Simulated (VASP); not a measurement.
Output of a VASP run:

File OSZICAR:
```
       N       E                     dE             d eps       ncg     rms          rms(c)
DAV:   1     0.530582509741E+02    0.53058E+02   -0.46152E+03  2706   0.700E+02
DAV:   2     0.557000071441E-01   -0.53003E+02   -0.51388E+02  4302   0.156E+02
DAV:   3    -0.210773860921E+01   -0.21634E+01   -0.21084E+01  3369   0.333E+01
DAV:   4    -0.212865554585E+01   -0.20917E-01   -0.20897E-01  3219   0.414E+00
DAV:   5    -0.212904071491E+01   -0.38517E-03   -0.38512E-03  3363   0.505E-01    0.656E+00
DAV:   6    -0.212448946421E+01    0.45513E-02   -0.92314E-03  3321   0.641E-01    0.400E+00
DAV:   7    -0.212601593681E+01   -0.15265E-02   -0.86690E-03  3278   0.666E-01    0.218E-01
DAV:   8    -0.212570538339E+01    0.31055E-03   -0.12648E-03  3276   0.228E-01    0.199E-02
DAV:   9    -0.212571585759E+01   -0.10474E-04   -0.24288E-05  3372   0.436E-02    0.864E-03
DAV:  10    -0.212572042252E+01   -0.45649E-05   -0.31889E-06  3297   0.149E-02    0.277E-03
DAV:  11    -0.212572103343E+01   -0.61091E-06   -0.78602E-07  2286   0.764E-03
   1 F= -.21257210E+01 E0= -.20556318E+01  d E =-.140178E+00
```

OUTCAR:
```
------------------------ aborting loop because EDIFF is reached ----------------------------------------
  FORCE on cell =-STRESS in cart. coord.  units (eV):
  Direction    XX          YY          ZZ          XY          YZ          ZX
  --------------------------------------------------------------------------------------
  Total        0.8547143     -0.2440643      0.5996494     -0.0158006      0.0219209     -0.0351071
  in kB       30.6148871     -8.7421054     21.4787540     -0.5659612      0.7851817     -1.2574945
  external PRESSURE =      14.4505119 kB  Pullay stress =       0.0000000 kB
  volume of cell :       44.73
      direct lattice vectors                 reciprocal lattice vectors
    -2.736644000  2.736644000  1.493146000     0.000000000  0.182705533  0.334863436
     2.736644000 -2.736644000  1.493146000     0.182705533  0.000000000  0.334863436
     2.736644000  2.736644000 -1.493146000     0.182705533  0.182705533  0.000000000
 POSITION                                       TOTAL-FORCE (eV/Angst)
 -----------------------------------------------------------------------------------
     -0.01907      2.72330      0.71718         0.076858      0.031981     -0.213886
      0.01907      0.01334      0.02939        -0.076858     -0.031981      0.213886
 -----------------------------------------------------------------------------------
    total drift:                                0.000000      0.000000     -0.000000
  FREE ENERGIE OF THE ION-ELECTRON SYSTEM (eV)
  ---------------------------------------------------
  free  energy   TOTEN  =        -2.1257210334 eV

  energy  without entropy=       -1.9855426239  energy(sigma->0) =       -2.05563183
```
(Selected blocks of OUTCAR.)

File POSCAR:
```
Cl2
1
   -2.7366440000     2.7366440000     1.4931460000
    2.7366440000    -2.7366440000     1.4931460000
    2.7366440000     2.7366440000    -1.4931460000
Cl
2
Direct
  0.7377210000   0.2366750000   0.4940780000
  0.0122790000   0.0133250000   0.0059220000
```

Task: Write an INCAR and KPOINTS that could have produced this output.

Result: Several could match; the one computed here: the input of the run itself, PBE GGA, plane waves, VASP's PBE PAW potentials (set 64).

### INCAR
```
ALGO = Normal
EDIFF = 1E-6
ENCUT = 300
GGA = PE
ISIF = 2
ISMEAR = 0
LASPH = .True.
LCHARG = .False.
LREAL = .False.
LWAVE = .False.
NELM = 100
PREC = Accurate
SIGMA = 0.272
SYSTEM = Cl2
```

KPOINTS:
```
Automatic mesh
0
Gamma
7 7 5
0 0 0
```

POTCAR, in this order: Cl (PBE.64 set). Program: vasp_std.

At this cut-off the stress carries a Pulay error, which pulls relaxed volumes low.

The structure was generated: Cl2 was put into an ordered model structure, which need not be its known phase. The cell was not relaxed at this level, atoms are displaced from their ideal sites. The k-mesh is coarse (spacing up to 0.34 per Å, 2π included), so the numbers may not be converged in it.
